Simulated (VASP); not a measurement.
Here is the system:

```xyz
3
Lattice="0.0000 3.5550 3.5550 3.5550 0.0000 3.5550 3.5550 3.5550 0.0000" Properties=species:S:1:pos:R:3 pbc="T T T"
Sr     0.0000     0.0000     0.0000
Cl     1.7775     1.7775     1.7775
Cl     5.3325     5.3325     5.3325
```

Calculation: PBE GGA, VASP's PBE PAW potentials (set 64) (plane waves; VASP). Run with 520 eV cut-off, 6×6×6 Γ-centred mesh, Gaussian smearing of 0.050 eV, potentials Sr_sv Cl.

Problem. What does the run give for the energy per atom (σ→0), band gap (on the k-mesh) with the smallest direct gap where there is one?

Solution. 
| Item | Result |
|---|---|
| band gap (on the k-mesh) | 5.12 eV |
| smallest direct gap (on the k-mesh) | 5.44 eV |
| energy per atom (σ→0) | -4.262 eV/atom |

Only differences to runs with the same potentials and settings are physical.

The compound is SrCl2 in the fluorite structure. This cell is one point of a volume scan, at 1.03 of the reference volume.
